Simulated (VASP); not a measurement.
# Al₂Ga₂P₄ (ordered alloy cell): computed properties

All values below come from PBEsol GGA, VASP's PBE PAW potentials (set 64) (plane waves; VASP 6.6.1).

```yaml
space_group: R3m (160)
cell: a = 3.8571 Å, b = 3.8571 Å, c = 37.7572 Å, α = 90.00°, β = 90.00°, γ = 120.00°
volume_per_atom: 20.27 Å³/atom
band gap (over mesh and band path): 1.39 eV
smallest direct gap (over mesh and band path): 1.91 eV
band_edge_character: indirect, Γ to F
density: 3.25 g/cm³
```

AlGaP$_{2}$ is modelled in the trigonal space group R3m, hexagonal axes (No. 160), Pearson symbol hR8. Lattice parameters: a = b = 3.8571 Å, c = 37.7572 Å, α = β = 90.00°, γ = 120.00°. Ga1 on 3a is surrounded by 4 P at 2.359 Å (tetrahedral). Ga2 on 3a is surrounded by 4 P at 2.354–2.361 Å (tetrahedral). P1 on 3a is coordinated by 4 Ga at 2.354–2.359 Å (tetrahedral). P2 on 3a is surrounded by 3 Ga at 2.361 Å and 1 Al at 2.364 Å (tetrahedral). P3 on 3a has 4 Al at 2.363–2.368 Å (tetrahedral). P4 on 3a has 1 Ga at 2.360 Å and 3 Al at 2.362 Å (tetrahedral). Al1 on 3a sees 4 P at 2.363 Å (tetrahedral). Al2 on 3a has 4 P at 2.362–2.368 Å (tetrahedral). (Neighbours: up to the widest gap in distance over summed covalent radii, below 1.35, at either atom; cation-cation and far metal-metal contacts left out.)
(The calculation used a cell of 8 atoms; values per cell refer to that cell.)

The structure was generated: Al2Ga2P4 was put into an ordered model structure (R3m), which need not be its known phase. It was relaxed first. Symmetry was kept, so distortions that lower it aren't found.
